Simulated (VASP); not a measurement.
Here is the system:

```
CuCl
1.0
    0.00000     2.77067     2.77067
    2.77067     0.00000     2.77067
    2.77067     2.77067     0.00000
Cu Cl
1 1
Cartesian
  0.00000   0.00000   0.00000
  1.38533   1.38533   1.38533
```

These are RPBE GGA, VASP's PBE PAW potentials (set 64) (plane waves; VASP 6.6.1) values and carry that method's errors. Settings: 520 eV cut-off, Gaussian smearing of 0.050 eV, potentials Cu Cl.

Give the energies of bands 2 to 11 at the high-symmetry points, in eV from the valence-band maximum.

```tsv
band	Γ	X	U	L	W
2	-4.68	-6.20	-5.91	-6.23	-5.75
3	-4.68	-4.84	-5.31	-4.69	-5.42
4	-4.68	-4.84	-4.78	-4.69	-4.90
5	-1.25	-1.33	-1.43	-1.18	-1.38
6	-1.25	-1.16	-1.18	-1.18	-1.32
7	0.00	-1.08	-1.11	-1.14	-1.10
8	0.00	-0.91	-0.85	-0.47	-0.93
9	0.00	-0.91	-0.73	-0.47	-0.64
10	0.57	3.63	4.28	2.87	4.91
11	6.78	4.37	4.97	6.66	5.15
```

The gap is direct, 0.57 eV, from the valence maximum at Γ to the conduction minimum at Γ.

Measured: gap 3.39 eV at 2 K (computed value off by -2.82 eV), as given by arXiv:1206.3780.

The compound is CuCl in the zinc blende structure. It was relaxed first, which changed the volume by +7 %.
